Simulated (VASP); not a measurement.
# Quasiparticle energies of BP in VASP, part 7 of 8

Wanted: how far GW moves the Kohn-Sham levels of BP. The cell is of the zinc-blende type. The start is a cell from a database of measured crystal structures.

VASP 6.6.1, plane waves and PAW; the level of theory is named at each step.

So far, quasiparticle gap on the mesh (eV): step 3 (evGW0, evGW0 on PBE) 2.14; step 4 (evGW, evGW on PBE) 2.26; step 5 (QPGW0, QPGW0 on PBE) 2.16.

### Step 6. Orbitals for another starting point

This step: PBE; plane waves and PAW (P_GW, B_GW) (VASP 6.6.1).

A hybrid converges faster from good orbitals, so a cheap PBE run writes WAVECAR first.

INCAR reads:

```
SYSTEM = BP
PREC = Accurate
ENCUT = 340
EDIFF = 1E-05
NELM = 100
ISMEAR = 0
SIGMA = 0.01
LREAL = .FALSE.
ALGO = Normal
GGA = PE
NBANDS = 10
LORBIT = 11
LWAVE = .TRUE.
LCHARG = .FALSE.
KPAR = 8
```

POSCAR reads:

```
BP
1.0
    0.0000000000      2.2690000000      2.2690000000
    2.2690000000      0.0000000000      2.2690000000
    2.2690000000      2.2690000000      0.0000000000
P B
1 1
Direct
    0.7500000000      0.7500000000      0.7500000000
    0.0000000000      0.0000000000      0.0000000000
```

KPOINTS reads:

```
Automatic mesh
0
Gamma
6 6 6
0 0 0
```

The projector-augmented-wave data sets are P_GW and B_GW (PBE family, release 64).

Command:

```
$ mpirun -np 8 vasp_std
```

The program printed:

```text
[banner, memory and clock lines left out]
running    8 mpi-ranks, on    1 nodes
 distrk:  each k-point on    1 cores,    8 groups
 distr:  one band on    1 cores,    1 groups

 POSCAR found type information on POSCAR P B
 POSCAR found :  2 types and       2 ions
 [... a notice as in an earlier step ...]

 LDA part: xc-table for (Slater+PW92), standard interpolation
 POSCAR, INCAR and KPOINTS ok, starting setup
 FFT: planning ... GRIDC
 FFT: planning ... GRID_SOFT
 FFT: planning ... GRID
 WAVECAR not read
 entering main loop
       N       E                     dE             d eps       ncg     rms          rms(c)
DAV:   1     0.839111538753E+01    0.83911E+01   -0.34640E+03   320   0.597E+02
DAV:   2    -0.130382464831E+02   -0.21429E+02   -0.20218E+02   528   0.124E+02
DAV:   3    -0.136168793553E+02   -0.57863E+00   -0.57606E+00   430   0.166E+01
DAV:   4    -0.136225206308E+02   -0.56413E-02   -0.56380E-02   480   0.203E+00
DAV:   5    -0.136225882378E+02   -0.67607E-04   -0.67605E-04   426   0.179E-01    0.450E+00
DAV:   6    -0.129868592699E+02    0.63573E+00   -0.15681E+00   498   0.706E+00    0.205E+00
DAV:   7    -0.128956855312E+02    0.91174E-01   -0.21442E-01   482   0.270E+00    0.785E-01
DAV:   8    -0.128859872938E+02    0.96982E-02   -0.29611E-02   412   0.106E+00    0.915E-02
DAV:   9    -0.128863431017E+02   -0.35581E-03   -0.73370E-04   396   0.201E-01    0.465E-02
DAV:  10    -0.128864924372E+02   -0.14934E-03   -0.21529E-04   384   0.110E-01    0.114E-02
DAV:  11    -0.128864929516E+02   -0.51433E-06   -0.14245E-05   386   0.244E-02
   1 F= -.12886493E+02 E0= -.12886493E+02  d E =-.448988E-27
 writing wavefunctions
```

Run time: 1.4 s. Hardware: 8 MPI ranks of Intel Xeon 6975P-C (Granite Rapids), shared host; peak memory 0.9 GiB; 5.4 s of CPU time.

OUTCAR, selected parts (step 6):

```text
   k-points           NKPTS =     16   k-points in BZ     NKDIM =     16   number of bands    NBANDS=     10

   NELECT =       8.0000    total number of electrons

 E-fermi :   7.2120

 k-point     1 :       0.0000    0.0000    0.0000
  band No.  band energies     occupation
      1      -8.3248      2.00000
      2       7.1389      2.00000
      3       7.1389      2.00000
      4       7.1389      2.00000
      5      10.5405      0.00000
      6      10.5405      0.00000
      7      10.5405      0.00000
      8      14.5115      0.00000
      9      18.6601      0.00000
    ...

  Total        0.0958963      0.0958963      0.0958963      0.0000000      0.0000000     -0.0000000
  in kB        6.5762618      6.5762618      6.5762618      0.0000000      0.0000000     -0.0000000
  external PRESSURE =       6.5762618 kB  Pullay stress =       0.0000000 kB

  FREE ENERGIE OF THE ION-ELECTRON SYSTEM (eV)
  ---------------------------------------------------
  free  energy   TOTEN  =       -12.8864929516 eV

  energy  without entropy=      -12.8864929516  energy(sigma->0) =      -12.88649295

[... 8 parts as in an earlier step ...]

[... 9 further parts left out ...]
```

The gap is read on the k-mesh alone, so it is an upper bound where the band edges lie off the mesh.

A gap read on the k-mesh alone can miss the band edges.

This step gave:

```yaml
free_energy_toten: -12.89 eV
fermi_energy: 7.212 eV
pressure: 0.6576 GPa
gap_on_the_k_mesh: 1.332 eV
least_direct_gap_on_the_k_mesh: 3.402 eV
```

### Step 7. Another starting point

This step: HSE06; plane waves and PAW (P_GW, B_GW) (VASP 6.6.1).

To see how much the result owes to its start, the ground state is made again with HSE06. EDIFF is tight for accurate orbitals, and a narrow smearing avoids fractional occupations.

INCAR reads:

```
SYSTEM = BP
PREC = Accurate
ENCUT = 340
EDIFF = 1E-08
NELM = 100
ISMEAR = 0
SIGMA = 0.01
LREAL = .FALSE.
ALGO = Normal
LHFCALC = .TRUE.
AEXX = 0.25
GGA = PE
HFSCREEN = 0.2
LASPH = .TRUE.
NBANDS = 10
PRECFOCK = Fast
LORBIT = 11
LWAVE = .TRUE.
LCHARG = .FALSE.
KPAR = 8
```

POSCAR is that of step 6.

KPOINTS is that of step 6.

The WAVECAR or CHGCAR of an earlier step is read.

Command:

```
$ mpirun -np 8 vasp_std
```

The program printed:

```text
[banner, memory and clock lines left out]
running    8 mpi-ranks, on    1 nodes
 distrk:  each k-point on    1 cores,    8 groups
 distr:  one band on    1 cores,    1 groups

 POSCAR found type information on POSCAR P B
 POSCAR found :  2 types and       2 ions
 [... a notice as in an earlier step ...]

 LDA part: xc-table for (Slater+PW92), standard interpolation
 found WAVECAR, reading the header
 POSCAR, INCAR and KPOINTS ok, starting setup
 FFT: planning ... GRIDC
 FFT: planning ... GRID_SOFT
 FFT: planning ... GRID
 reading WAVECAR
 the WAVECAR file was read successfully
 initial charge from wavefunction
 entering main loop
       N       E                     dE             d eps       ncg     rms          rms(c)
DAV:   1    -0.148180362234E+02   -0.14818E+02   -0.25884E-01   390   0.414E+00    0.224E-01
DAV:   2    -0.148198012025E+02   -0.17650E-02   -0.67894E-03   398   0.603E-01    0.161E-01
DAV:   3    -0.148194789821E+02    0.32222E-03   -0.40088E-04   458   0.179E-01    0.991E-02
DAV:   4    -0.148193481295E+02    0.13085E-03   -0.50460E-05   432   0.655E-02    0.590E-02
DAV:   5    -0.148193030689E+02    0.45061E-04   -0.14711E-05   458   0.342E-02    0.348E-02
DAV:   6    -0.148192881029E+02    0.14966E-04   -0.50478E-06   454   0.186E-02    0.205E-02
DAV:   7    -0.148192832261E+02    0.48768E-05   -0.17316E-06   508   0.108E-02    0.120E-02
DAV:   8    -0.148192816114E+02    0.16147E-05   -0.51509E-07   482   0.614E-03    0.706E-03
DAV:   9    -0.148192811334E+02    0.47797E-06   -0.17637E-07   510   0.360E-03    0.413E-03
DAV:  10    -0.148192809596E+02    0.17380E-06   -0.55566E-08   438   0.203E-03    0.243E-03
DAV:  11    -0.148192809129E+02    0.46653E-07   -0.18915E-08   288   0.120E-03    0.143E-03
DAV:  12    -0.148192809247E+02   -0.11782E-07   -0.88296E-09   256   0.783E-04    0.835E-04
DAV:  13    -0.148192809261E+02   -0.14167E-08   -0.29211E-09   196   0.501E-04
   1 F= -.14819281E+02 E0= -.14819281E+02  d E =-.943646E-23
 writing wavefunctions
```

Elapsed: 19 s, on 8 MPI ranks; peak memory 1.6 GiB; 2.5 min of CPU time.

OUTCAR, selected parts (step 7):

```text
   k-points           NKPTS =     16   k-points in BZ     NKDIM =    216   number of bands    NBANDS=     10

   NELECT =       8.0000    total number of electrons

  exchange ACFDT corr.  =         0.00000000  see jH, gK, PRB 81, 115126

 E-fermi :   6.7674

 k-point     1 :       0.0000    0.0000    0.0000
  band No.  band energies     occupation
      1     -10.3962      2.00000
      2       6.7014      2.00000
      3       6.7014      2.00000
      4       6.7014      2.00000
      5      11.0634      0.00000
      6      11.0634      0.00000
      7      11.0634      0.00000
      8      15.3941      0.00000
      9      19.3225      0.00000
    ...

 POSITION                                       TOTAL-FORCE (eV/Angst)
 -----------------------------------------------------------------------------------
      3.40350      3.40350      3.40350         0.000000      0.000000      0.000000
      0.00000      0.00000      0.00000        -0.000000     -0.000000     -0.000000
 -----------------------------------------------------------------------------------
    total drift:                                0.000002     -0.000001      0.000000

  FREE ENERGIE OF THE ION-ELECTRON SYSTEM (eV)
  ---------------------------------------------------
  free  energy   TOTEN  =       -14.8192809261 eV

  energy  without entropy=      -14.8192809261  energy(sigma->0) =      -14.81928093

[... 7 parts as in an earlier step ...]

[... 9 further parts left out ...]
```

The PAW data sets were made with PBE, which is usual practice but a small mismatch for other functionals.

Numbers from this step:

```
free energy (TOTEN)            : -14.82 eV
Fermi energy                   : 6.767 eV
gap on the k-mesh              : 2.09 eV
least direct gap on the k-mesh : 4.362 eV
```

### Step 8. Empty bands, functional HSE06

ALGO = Exact makes the empty bands from the converged ground state in one step. LOPTICS writes the k-derivatives of the orbitals (WAVEDER), which give the long-wavelength limit of the screening.

INCAR reads:

```
SYSTEM = BP
PREC = Accurate
ENCUT = 340
ISMEAR = 0
SIGMA = 0.01
LREAL = .FALSE.
LHFCALC = .TRUE.
AEXX = 0.25
GGA = PE
HFSCREEN = 0.2
LASPH = .TRUE.
NBANDS = 152
PRECFOCK = Fast
ALGO = Exact
NELM = 1
LWAVE = .TRUE.
LCHARG = .FALSE.
LOPTICS = .TRUE.
NEDOS = 1000
CSHIFT = 0.1
```

POSCAR is that of step 7.

KPOINTS is that of step 7.

The WAVECAR or CHGCAR of an earlier step is read.

Command:

```
$ mpirun -np 8 vasp_std
```

The program printed:

```text
[banner, memory and clock lines left out]
running    8 mpi-ranks, on    1 nodes
[...]
[... a notice as in an earlier step ...]

 LDA part: xc-table for (Slater+PW92), standard interpolation
 found WAVECAR, reading the header
  number of bands has changed, file:    10 present:   152
  trying to continue reading WAVECAR, but it might fail
 POSCAR, INCAR and KPOINTS ok, starting setup
[...]
reading WAVECAR
 random initialization beyond band           10
 the WAVECAR file was read successfully
 initial charge from wavefunction
 entering main loop
       N       E                     dE             d eps       ncg     rms          rms(c)
DIA:   1    -0.148192809525E+02   -0.14819E+02    0.00000E+00     0   0.000E+00
   1 F= -.14819281E+02 E0= -.14819281E+02  d E =-.457385E-82
 writing wavefunctions
 optical routines
 imaginary and real dielectric function
 recalculating local potential from charge density
 direction            1
 direction            2
 direction            3
```

The job ended after 68 s (8 MPI ranks; peak memory 1.7 GiB; 8.9 min of CPU time).

Parts of OUTCAR (step 8):

```text
  FREE ENERGIE OF THE ION-ELECTRON SYSTEM (eV)
  ---------------------------------------------------
  free  energy   TOTEN  =       -14.8192809525 eV

  energy  without entropy=      -14.8192809525  energy(sigma->0) =      -14.81928095

[... 3 parts as in an earlier step ...]

[... 1 further part left out ...]
[key lines of the parts left out:]
E-fermi :   6.8357
```

(Part 7 of 8 ends here.)

[Lines on the potential files, build, host, timing and source positions are cut from VASP's logs without a mark.]

[Logs are printed without paths, hosts, clocks, repeated set-up lines and the standing remarks that a program may print on its own settings, such as how far it seeks lower states.]

[Hosts, paths, dates, database ids (printed as entryN), source tags and the programs' standing remarks are cut or masked in the printed files.]

[Measured values are set beside computed ones only where the two were judged alike; some that the calculation misses by far are left out.]

[Pressures printed for these runs are not shown converged in the cutoff: they can be off by several GPa and have the wrong sign.]
